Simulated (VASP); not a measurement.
Input of a VASP 6.6.1 run:

The input INCAR:

```
  PREC = Accurate
  ENCUT = 520
  EDIFF = 1E-7
  ISMEAR = 0
  SIGMA = 0.05
  LREAL = False
  LASPH = True
  NELM = 80
  ALGO = Normal
  ISIF = 2
  LWAVE = False
  LCHARG = False
  GGA = PE
  NBANDS = 21
```

KPOINTS

```
Automatic mesh
0
Gamma
  6 6 6
```

Contents of POSCAR:

```
Hg2C
1.0
    0.0000000000      3.0302835255      3.0302835255
    3.0302835255      0.0000000000      3.0302835255
    3.0302835255      3.0302835255      0.0000000000
C Hg
1 2
Direct
    0.0000000000      0.0000000000      0.0000000000
    0.2500000000      0.2500000000      0.2500000000
    0.7500000000      0.7500000000      0.7500000000
```

Potentials or basis: VASP PAW PBE potentials, release 64 (C, Hg).

Run with:

```sh
$ cat potpaw_PBE.64/C/POTCAR potpaw_PBE.64/Hg/POTCAR > POTCAR
$ mpirun -np 1 vasp_std > vasp.out
```

Predict the band gap on the k mesh.

none (metal or under the smearing width).

What does it give for the pressure?

0.9 GPa.

The run has no spin-orbit coupling, so splittings on Hg are missing.
